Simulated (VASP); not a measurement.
# Be3Se2S (P1) in VASP: relaxation of cell and atoms with PBE

Aim: the relaxation of cell and atoms of Be3Se2S with PBE.

Everything below comes from runs of VASP 6.6.1. Logs are shortened: lines on timing, memory, paths and dates and some standing lists are left out, and cuts for length are marked.

## Step 1: The crystal as given

The typed cell holds 12 atoms: a = 12.216 Å, b = 6.227 Å, c = 6.227 Å, α = 146.62°, β = 60.46°, γ = 130.71°.

The cell was built by a generator and needn't be a form met in nature.

## Step 2: Relaxation of cell and atoms, PBE

INCAR reads:

```
ALGO = Fast ; EDIFF = 1E-5
EDIFFG = -0.03 ; ENCUT = 520
GGA = PE ; IBRION = 2
ISIF = 3 ; ISMEAR = 0
ISYM = 0 ; KPAR = 8
LASPH = True ; LCHARG = False
LREAL = Auto ; LWAVE = False
NELM = 80 ; NSW = 110
PREC = Normal ; SIGMA = 0.05
```

KPOINTS reads:

```
k-points
0
Gamma
  6 6 6
```

POSCAR reads:

```
Be3Se2S
1.0
   -3.4807428500     10.5886451900      4.9989453600
    1.7880087400     -5.3467967700      2.6445525200
    1.7883947000      5.3628079200     -2.6108436400
Be Se S
6 4 2
Direct
    0.2003981600      0.2405174300      0.1687892100
    0.6943011200      0.1916818800      0.1157850600
    0.0688036400      0.2692452700      0.8416304100
    0.5295448000      0.2439736400      0.8665115100
    0.4158104300      0.2728934300      0.4839582300
    0.8497176800      0.1779220300      0.4837384400
    0.1537017100      0.9496597700      0.3148700700
    0.6665009900      0.0322850300      0.3693181400
    0.3226925700      0.0061981100      0.6568413800
    0.8481167200      0.0402886200      0.6861992500
    0.4929213300      0.9567836500      0.0042238600
    0.0147189800      0.0509930000      0.0067345100
```

Potentials or basis: VASP PAW PBE potentials, release 64 (Be, Se, S).

Command:

```bash
$ cat potpaw_PBE.64/Be/POTCAR potpaw_PBE.64/Se/POTCAR potpaw_PBE.64/S/POTCAR > POTCAR
$ mpirun -np 8 vasp_std > vasp.out
```

OUTCAR:

```text
EDIFF = 1E-5
   EDIFFG = -0.03
   ENCUT = 520
   GGA = PE
   IBRION = 2
   ISIF = 3
   ISMEAR = 0
   ISYM = 0
   LASPH = True
   LREAL = Auto
   NELM = 80
   NSW = 110
   PREC = Normal

 ion  position               nearest neighbor table
   1  0.200  0.241  0.169-  12 2.08   9 2.21   9 2.28   7 2.31
   2  0.694  0.192  0.116-  11 1.99  10 2.17   8 2.29  10 2.52
   3  0.069  0.269  0.842-  12 1.96   7 2.03   7 2.06  10 2.34
   4  0.530  0.244  0.867-   8 2.25  11 2.30   9 2.33   8 2.34
   5  0.416  0.273  0.484-  11 1.87  11 2.06   9 2.13
   6  0.850  0.178  0.484-  10 2.02   8 2.05  12 2.40
   7  0.154  0.950  0.315-   3 2.03   3 2.06   1 2.31
   8  0.667  0.032  0.369-   6 2.05   4 2.25   2 2.29   4 2.34
   9  0.323  0.006  0.657-   5 2.13   1 2.21   1 2.28   4 2.33
  10  0.848  0.040  0.686-   6 2.02   2 2.17   3 2.34   2 2.52
  11  0.493  0.957  0.004-   5 1.87   2 1.99   5 2.06   4 2.30
  12  0.015  0.051  0.007-   3 1.96   1 2.08   6 2.40

IMPORTANT INFORMATION: All symmetrisations will be switched off!
NOSYMM: (Re-)initialisation of all symmetry stuff for point group C_1.

----------------------------------------------------------------------------------------

                                     Primitive cell

  volume of cell :     196.0183

  direct lattice vectors                    reciprocal lattice vectors
    -3.480742850 10.588645190  4.998945360    -0.001135490  0.047943060  0.097699728
     1.788008740 -5.346796770  2.644552520     0.277799025  0.000752930  0.191835357
     1.788394700  5.362807920 -2.610843640     0.279211611  0.092558548 -0.001641508

  length of vectors
    12.215745268  6.227268180  6.226922908     0.108835027  0.337599866  0.294157956

  position of ions in fractional coordinates (direct lattice)
     0.200398160  0.240517430  0.168789210
     0.694301120  0.191681880  0.115785060
     0.068803640  0.269245270  0.841630410
     0.529544800  0.243973640  0.866511510
     0.415810430  0.272893430  0.483958230
     0.849717680  0.177922030  0.483738440
     0.153701710  0.949659770  0.314870070
     0.666500990  0.032285030  0.369318140
     0.322692570  0.006198110  0.656841380
     0.848116720  0.040288620  0.686199250
     0.492921330  0.956783650  0.004223860
     0.014718980  0.050993000  0.006734510

  ion indices of the primitive-cell ions
   primitive index   ion index
                 1           1
                 2           2
                 3           3
                 4           4
                 5           5
                 6           6
                 7           7
                 8           8
                 9           9
                10          10
                11          11
                12          12

----------------------------------------------------------------------------------------

 KPOINTS: k-points

Automatic generation of k-mesh.
 Grid dimensions read from file:
 generate k-points for:    6    6    6

 Generating k-lattice:

  Cartesian coordinates                     Fractional coordinates (reciprocal lattice)
    -0.000189248  0.007990510  0.016283288     0.166666667  0.000000000 -0.000000000
     0.046299838  0.000125488  0.031972559     0.000000000  0.166666667  0.000000000
     0.046535268  0.015426425 -0.000273585    -0.000000000 -0.000000000  0.166666667

  Length of vectors
     0.018139171  0.056266644  0.049026326

  Shift w.r.t. Gamma in fractional coordinates (k-lattice)
     0.000000000  0.000000000  0.000000000

 Subroutine IBZKPT returns following result:
 ===========================================

 Found    112 irreducible k-points:

 Following reciprocal coordinates:
            Coordinates               Weight
  0.000000  0.000000  0.000000      1.000000
  0.166667  0.000000  0.000000      2.000000
  0.333333 -0.000000  0.000000      2.000000
  0.500000  0.000000  0.000000      1.000000
  0.000000  0.166667  0.000000      2.000000
  0.166667  0.166667 -0.000000      2.000000
[... 16 lines left out ...]
  0.333333  0.000000  0.166667      2.000000
  0.500000  0.000000  0.166667      2.000000
 [... further k-points ...]
   k-points           NKPTS =    112   k-points in BZ     NKDIM =    112   number of bands    NBANDS=     31
   number of dos      NEDOS =    301   number of ions     NIONS =     12
   total plane-waves  NPLWV =  90720
   dimension x,y,z NGX =    70 NGY =   36 NGZ =   36
   dimension x,y,z NGXF=   140 NGYF=   72 NGZF=   72
   ions per type =               6   4   2
   NGX,Y,Z   is equivalent  to a cutoff of   9.53,  9.61,  9.61 a.u.
   NGXF,Y,Z  is equivalent  to a cutoff of  19.05, 19.22, 19.22 a.u.
 SYSTEM =  unknown system
   PREC   = normal    normal or accurate (medium, high low for compatibility)
   ISTART =      0    job   : 0-new  1-cont  2-samecut
   ICHARG =      2    charge: 1-file 2-atom 10-const
   ISPIN  =      1    spin polarized calculation?
   LNONCOLLINEAR =      F non collinear calculations
   LSORBIT =      F    spin-orbit coupling
   LASPH  =      T    aspherical Exc in radial PAW
   ENCUT  =  520.0 eV  38.22 Ry    6.18 a.u.  22.71 11.58 11.58*2*pi/ulx,y,z
   NELM   =     80;   NELMIN=  2; NELMDL= -5     # of ELM steps
   EDIFF  = 0.1E-04   stopping-criterion for ELM
   LREAL  =      T    real-space projection
   EDIFFG = -.3E-01   stopping-criterion for IOM
   NSW    =    110    number of steps for IOM
   IBRION =      2    ionic relax: 0-MD 1-quasi-New 2-CG
   NFREE  =      1    steps in history (QN), initial steepest desc. (CG)
   ISIF   =      3    stress and relaxation
   ISYM   =      0    0-nonsym 1-usesym 2-fastsym
   POTIM  = 0.5000    time-step for ionic-motion
   TEBEG  =    0.0;   TEEND  =   0.0 temperature during run
   PSTRESS=    0.0 pullay stress
   NELECT =      48.0000    total number of electrons
   NUPDOWN=      -1.0000    fix difference up-down
   EMIN   =  10.00;   EMAX   =-10.00  energy-range for DOS
   EFERMI =   0.00;   METHOD = LEGACY
   ISMEAR =     0;   SIGMA  =   0.05  broadening in eV -4-tet -1-fermi 0-gaus
   EFERMI_NEDOS =   21; number of points for ismear=-14 and -15
   IALGO  =     68    algorithm
   IMIX   =      4    mixing-type and parameters
     AMIX     =   0.40;   BMIX     =  1.00
     AMIX_MAG =   1.60;   BMIX_MAG =  1.00
  volume/ion in A,a.u.               =      16.33       110.23
  Fermi-wavevector in a.u.,A,eV,Ry     =   1.024212  1.935479 14.272642  1.049010
  Thomas-Fermi vector in A             =   2.157987
   LORBIT       =      0    0 simple, 1 ext, 2 COOP (PROOUT), +10 PAW based schemes
   GGA     = PE    functional components
   LHFCALC =     F    Hartree Fock is set to
   AEXX    =    0.0000 exact exchange contribution
   IVDW    =     0    specifies the selected vdW correction
   LEPSILON=     F    determine dielectric tensor
   LRPA    =     F    only Hartree local field effects (RPA)
 conjugate gradient relaxation of ions
 non-spin polarized calculation
 RMM-DIIS sequential band-by-band and
 Gauss-broadening in eV      SIGMA  =   0.05
  energy-cutoff  :      520.00
  volume of cell :      196.02
 maximum number of plane-waves:      5302
   NGX = 45   NGY = 23   NGZ = 23

--------------------------------------- Ionic step        1  -------------------------------------------

 number of electron      48.0000000 magnetization

 Free energy of the ion-electron system (eV)
  ---------------------------------------------------
  ext. energy  EPLUGINS =         0.00000000
  ---------------------------------------------------
  free energy    TOTEN  =       -52.56143097 eV

  energy without entropy =      -52.56143097  energy(sigma->0) =      -52.56143097

------------------------ aborting loop because EDIFF is reached ----------------------------------------

  FORCE on cell =-STRESS in cart. coord.  units (eV):
  Direction    XX          YY          ZZ          XY          YZ          ZX
  --------------------------------------------------------------------------------------
  -------------------------------------------------------------------------------------
  Total        7.7332590      5.8624078      1.8702286     -0.2943845      0.8911308     -2.3423795
  in kB       63.2086648     47.9170510     15.2865244     -2.4061851      7.2837581    -19.1457032
  external PRESSURE =      42.1374134 kB  Pullay stress =       0.0000000 kB
[... 77 lines left out ...]
  energy  without entropy=      -54.5286909257  energy(sigma->0) =      -54.52869093

--------------------------------------- Ionic step        3  -------------------------------------------

 number of electron      47.9999999 magnetization

 E-fermi :   3.1467     XC(G=0):  -9.1530

 val. band max:        2.9396513197   @ k =   0.0000   0.0000   0.0000
 cond. band min:       5.5937261581   @ k =   0.0000   0.5000   0.5000
 fundamental gap:      2.6540748384
 Fermi energy:         3.1467407241

 k-point     1 :       0.0000    0.0000    0.0000
  band No.  band energies     occupation
      1     -10.5004      2.00000
      2      -9.6938      2.00000
      3      -9.5827      2.00000
      4      -9.3004      2.00000
      5      -8.8970      2.00000
      6      -8.8334      2.00000
[... 846 lines left out ...]
  FREE ENERGIE OF THE ION-ELECTRON SYSTEM (eV)
  ---------------------------------------------------
  free  energy   TOTEN  =       -54.6097274868 eV

  energy  without entropy=      -54.6097274868  energy(sigma->0) =      -54.60972749

[... ionic steps 4 to 16 ...]

--------------------------------------- Ionic step       17  -------------------------------------------

 number of electron      47.9999994 magnetization

------------------------ aborting loop because EDIFF is reached ----------------------------------------

  FORCE on cell =-STRESS in cart. coord.  units (eV):
  Direction    XX          YY          ZZ          XY          YZ          ZX
  --------------------------------------------------------------------------------------
  -------------------------------------------------------------------------------------
  Total        0.1706165      0.1278233      0.1803984      0.0022037     -0.0351481     -0.0274848
  in kB        1.3930082      1.0436211      1.4728728      0.0179920     -0.2869685     -0.2244014
  external PRESSURE =       1.3031674 kB  Pullay stress =       0.0000000 kB
[... 77 lines left out ...]
  energy  without entropy=      -55.3433666851  energy(sigma->0) =      -55.34336669

--------------------------------------- Ionic step       19  -------------------------------------------

 number of electron      47.9999994 magnetization

 Free energy of the ion-electron system (eV)
  ---------------------------------------------------
  ext. energy  EPLUGINS =         0.00000000
  ---------------------------------------------------
  free energy    TOTEN  =       -55.34387950 eV

  energy without entropy =      -55.34387950  energy(sigma->0) =      -55.34387950

 E-fermi :   3.7806     XC(G=0):  -9.4510

 val. band max:        3.5317306506   @ k =   0.0000   0.0000   0.0000
 cond. band min:       6.2091100116   @ k =   0.0000   0.5000   0.5000
 fundamental gap:      2.6773793610
 Fermi energy:         3.7806101417

 k-point     1 :       0.0000    0.0000    0.0000
  band No.  band energies     occupation
      1     -10.2209      2.00000
      2      -9.3571      2.00000
      3      -9.2727      2.00000
      4      -8.8273      2.00000
      5      -8.5637      2.00000
      6      -8.3832      2.00000
[... 846 lines left out ...]
  FREE ENERGIE OF THE ION-ELECTRON SYSTEM (eV)
  ---------------------------------------------------
  free  energy   TOTEN  =       -55.3438794985 eV

  energy  without entropy=      -55.3438794985  energy(sigma->0) =      -55.34387950

 reached required accuracy - stopping structural energy minimisation
```

It took 18 min on 8 MPI ranks of Intel Xeon Platinum 8488C (Sapphire Rapids), shared host; peak memory 0.64 GiB.

What came out:

| Property | Result |
| --- | --- |
| Free energy | -55.3439 eV |
| Relaxed volume | 16.39 Å³/atom |
| Relaxed cell | a = 12.447 Å, b = 6.223 Å, c = 6.223 Å, α = 146.43°, β = 59.94°, γ = 131.88° |
| Space group after relaxing (to 0.05 Å) | Imm2 (No. 44) |
| Energy gained by relaxing | 231.9 meV/atom |
| Ionic steps | 19 |
| Pressure after relaxing | 0.0 GPa |
| Largest force after relaxing | 0.022 eV/Å |
| Band gap on the k mesh | 2.68 eV, indirect (least direct gap 2.85 eV) |

Forces on the atoms (eV/Å):
```
Be  -0.010  0.008 -0.009
Be   0.002  0.000 -0.009
Be   0.004  0.002 -0.022
Be  -0.004  0.016 -0.002
Be   0.008 -0.008 -0.008
Be  -0.018  0.010  0.005
Se   0.010 -0.016 -0.008
Se   0.004  0.009  0.018
Se  -0.004 -0.004  0.009
Se   0.011 -0.011  0.005
S   -0.012 -0.004  0.011
S    0.008 -0.003  0.009
```

Step by step:
```csv
step,energy change (eV),largest force (eV/Å),pressure (GPa),volume (Å³)
1,0.0000,3.3502,4.21,196.02
2,-1.9673,1.2661,-3.40,208.41
3,-2.0483,1.1987,-4.68,211.90
4,-2.5541,0.7192,-0.63,198.59
5,-2.5686,0.7935,0.31,196.13
6,-2.6875,0.3520,0.34,195.73
7,-2.7110,0.3192,0.46,195.46
8,-2.7395,0.2001,-0.21,197.02
9,-2.7448,0.1730,-0.59,197.97
10,-2.7617,0.1625,0.02,196.42
11,-2.7648,0.2012,0.57,195.15
12,-2.7746,0.1548,0.23,196.04
13,-2.7756,0.1571,0.11,196.37
14,-2.7801,0.0728,-0.12,196.92
15,-2.7802,0.0652,-0.17,197.05
16,-2.7819,0.0497,0.02,196.46
17,-2.7819,0.0453,0.13,196.24
18,-2.7819,0.0509,0.14,196.32
19,-2.7824,0.0224,-0.01,196.65
```

Final structure:
```yaml
crystal:
  lattice:
    - [-3.59240, 10.78206, 5.07526]
    - [1.79702, -5.39119, 2.53723]
    - [1.79691, 5.39097, -2.53679]
  atoms:
    - { symbol: Be, position: [0.20074, 0.23602, 0.16040] }
    - { symbol: Be, position: [0.70141, 0.23500, 0.15879] }
    - { symbol: Be, position: [0.04197, 0.23583, 0.83943] }
    - { symbol: Be, position: [0.54073, 0.23556, 0.84055] }
    - { symbol: Be, position: [0.38487, 0.26216, 0.49993] }
    - { symbol: Be, position: [0.88379, 0.26209, 0.50071] }
    - { symbol: Se, position: [0.16865, 0.99482, 0.33386] }
    - { symbol: Se, position: [0.66739, 0.99430, 0.33466] }
    - { symbol: Se, position: [0.33304, 0.99460, 0.66580] }
    - { symbol: Se, position: [0.83384, 0.99376, 0.66433] }
    - { symbol: S, position: [0.50070, 0.99437, 0.00009] }
    - { symbol: S, position: [0.00011, 0.99391, 0.00006] }
```

Levels at points of the mesh, in eV from the valence-band top:
| k point | band 21 | band 22 | band 23 | band 24 | band 25 | band 26 | band 27 | band 28 |
| --- | --- | --- | --- | --- | --- | --- | --- | --- |
| (0.00, 0.00, 0.00) | -0.89 | -0.12 | -0.12 | 0.00 | 4.02 | 4.32 | 4.47 | 4.54 |
| (0.50, 0.00, 0.00) | -0.53 | -0.52 | -0.51 | -0.51 | 4.10 | 4.10 | 4.75 | 4.75 |
| (0.00, 0.50, 0.00) | -2.17 | -1.72 | -1.13 | -1.11 | 2.68 | 4.33 | 4.50 | 5.13 |
| (0.50, 0.50, 0.00) | -1.96 | -1.96 | -1.33 | -1.33 | 3.83 | 3.84 | 4.19 | 4.19 |
| (0.00, 0.00, 0.50) | -2.18 | -1.72 | -1.14 | -1.11 | 2.68 | 4.33 | 4.50 | 5.13 |
| (0.50, 0.00, 0.50) | -1.96 | -1.95 | -1.33 | -1.33 | 3.83 | 3.84 | 4.20 | 4.20 |
| (0.00, 0.50, 0.50) | -1.11 | -0.89 | -0.84 | -0.17 | 2.68 | 4.28 | 4.32 | 4.54 |
| (0.50, 0.50, 0.50) | -0.68 | -0.67 | -0.42 | -0.42 | 3.30 | 3.30 | 4.57 | 4.57 |

A k mesh can miss the band edges. Expect the measured gap to be larger: semilocal functionals such as PBE lack the derivative discontinuity.
